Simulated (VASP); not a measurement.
The system is TiC.

```
Ti C
1.0
     0.00000    2.15930    2.15930
     2.15930    0.00000    2.15930
     2.15930    2.15930    0.00000
Ti C
1 1
Direct
  0.00000 0.00000 0.00000
  0.50000 0.50000 0.50000
```

Base run:

| Item | Value |
| --- | --- |
| Program | VASP 6.6.1 |
| Functional | PBEsol |
| Potentials or basis | VASP PAW PBE potentials, release 64 (Ti_sv, C) |
| Cutoff | 520 eV |
| k mesh | 12 × 12 × 12 |
| Occupations | fermi-dirac, width 0.05 eV |
| Spin | no spin polarisation |

Its results: band gap on the k mesh none (metal or under the smearing width); pressure -4.3 GPa.

Question: The run is repeated on the same cell with these changes: functional from PBEsol to r2SCAN. What comes out?

Answer: Band gap on the k mesh none (metal or under the smearing width); pressure 2.7 GPa.

Caveats: the PAW data sets were made with another functional, which shifts forces and pressure a little.

Not every run made on this cell is shown here.
